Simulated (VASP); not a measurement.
Data:

```
CELL_PARAMETERS angstrom
      0.00000     2.95473     2.95473
      2.95473     0.00000     2.95473
      2.95473     2.95473     0.00000
ATOMIC_POSITIONS crystal
  Sr 0.00000 0.00000 0.00000
```

Calculation: PBEsol GGA, VASP's PBE PAW potentials (set 64) (plane waves; VASP). Numerical set-up: 480 eV cut-off, 8×8×8 Γ-centred mesh, Gaussian smearing of 0.050 eV, potentials Sr_sv.

Energy and stress use the plane-wave basis of the starting cell.

Q: The ions, cell shape and volume at an external pressure of 2.0 GPa are relaxed. Give the cell that the relaxation ends in.

A: 
```
CELL_PARAMETERS angstrom
      0.00000     2.83511     2.83511
      2.83511     0.00000     2.83511
      2.83511     2.83511     0.00000
ATOMIC_POSITIONS crystal
  Sr 0.00000 0.00000 0.00000
```
Space group Fm-3m (225), at a tolerance of 0.03 Å.

Q: How do energy and volume change from the first to the last step?

A: The energy (σ→0) changes by +34.1 meV/atom and the volume by -11.7 %, in 4 ionic steps.

The compound is Sr in the fcc structure. This run relaxes it under an external pressure of 2 GPa. Symmetry was kept, so distortions that lower it aren't found.
